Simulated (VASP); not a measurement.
Computed with LDA (Ceperley-Alder, Perdew-Zunger), VASP's LDA PAW potentials (set 64) (plane waves; VASP).

Gaps are without spin-orbit coupling.

| Quantity | Value |
|---|---|
| volume per atom | 22.40 Å³/atom |
| band gap (over mesh and band path) | 0.31 eV |
| smallest direct gap (over mesh and band path) | 0.31 eV |
| Hill bulk modulus | 46.6 GPa |
| Hill shear modulus | 34.4 GPa |

### Question
Which relaxed crystal gives these values?
(A) Mg2Si, Fm-3m (225)
(B) BaGaSnH, P3m1 (156)
(C) Bi2O3, Pm (6)
(D) LiC, Immm (71)

### Answer
B, BaGaSnH, P3m1 (156)
